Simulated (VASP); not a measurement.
Level of theory: PBE GGA, VASP's PBE PAW potentials (set 64) (plane waves; VASP).

VASP ran on this input.

### INCAR
```
ALGO = Normal
EDIFF = 1E-6
EDIFFG = -0.02
ENCUT = 500
GGA = PE
IBRION = 2
ISIF = 3
ISMEAR = 0
LASPH = T
LCHARG = F
LMAXMIX = 4
LREAL = F
LWAVE = F
NELM = 100
NSW = 40
PREC = Accurate
PSTRESS = 300
SIGMA = 0.05
SYSTEM = NaI
```

POSCAR:
```
NaI
1.0
  0.0000000000   2.7221952790   2.7221952790
  2.7221952790   0.0000000000   2.7221952790
  2.7221952790   2.7221952790   0.0000000000
Na I
1 1
Cartesian
  0.0000000000   2.7221952790   2.7221952790
  2.7221952790   2.7221952790   2.7221952790
```

**KPOINTS**
```
Regular mesh
0
Gamma
 8 8 8
0 0 0
```

POTCAR, in this order: Na_pv I (PBE.64 set). Program: vasp_std.

Output of the run:

**OSZICAR**
```
       N       E                     dE             d eps       ncg     rms          rms(c)
DAV:   1     0.822630281376E+02    0.82263E+02   -0.70216E+03   644   0.128E+03
DAV:   2     0.124981911543E+01   -0.81013E+02   -0.76607E+02   701   0.264E+02
DAV:   3    -0.371461719021E+01   -0.49644E+01   -0.49259E+01   774   0.657E+01
DAV:   4    -0.382395746720E+01   -0.10934E+00   -0.10929E+00   759   0.957E+00
DAV:   5    -0.382719227089E+01   -0.32348E-02   -0.32347E-02   785   0.178E+00    0.307E+00
DAV:   6    -0.377056680664E+01    0.56625E-01   -0.56692E-02   740   0.201E+00    0.211E+00
DAV:   7    -0.375583425575E+01    0.14733E-01   -0.65614E-02   719   0.232E+00    0.724E-01
DAV:   8    -0.375600367450E+01   -0.16942E-03   -0.29669E-03   707   0.493E-01    0.101E-01
DAV:   9    -0.375598772669E+01    0.15948E-04   -0.84974E-05   758   0.123E-01    0.378E-02
DAV:  10    -0.375599565423E+01   -0.79275E-05   -0.16379E-05   731   0.588E-02    0.106E-02
DAV:  11    -0.375599599925E+01   -0.34502E-06   -0.32203E-06   731   0.363E-02
   1 F= 0.37983783E+01 E0= 0.37983783E+01  d E =0.379838E+01
```

### OUTCAR
```
------------------------ aborting loop because EDIFF is reached ----------------------------------------
  FORCE on cell =-STRESS in cart. coord.  units (eV):
  Direction    XX          YY          ZZ          XY          YZ          ZX
  --------------------------------------------------------------------------------------
  Total        7.5203873      7.5203873      7.5203873      0.0000000      0.0000000     -0.0000000
  in kB      298.6503072    298.6503072    298.6503072      0.0000000      0.0000000     -0.0000000
  external PRESSURE =      -1.3496928 kB  Pullay stress =     300.0000000 kB
  volume of cell :       40.34
      direct lattice vectors                 reciprocal lattice vectors
     0.000000000  2.722195279  2.722195279    -0.183675287  0.183675287  0.183675287
     2.722195279  0.000000000  2.722195279     0.183675287 -0.183675287  0.183675287
     2.722195279  2.722195279  0.000000000     0.183675287  0.183675287 -0.183675287
  FREE ENERGIE OF THE ION-ELECTRON SYSTEM (eV)
  ---------------------------------------------------
  free  energy   TOTEN  =        -3.7559959992 eV

  energy  without entropy=       -3.7559959992  energy(sigma->0) =       -3.75599600
  enthalpy is  TOTEN    =         3.7983782692 eV   P V=        7.5543742685

 reached required accuracy - stopping structural energy minimisation
```
(Selected blocks of OUTCAR.)

The compound is NaI in the rock salt structure. It was relaxed first under an external pressure of 30 GPa.
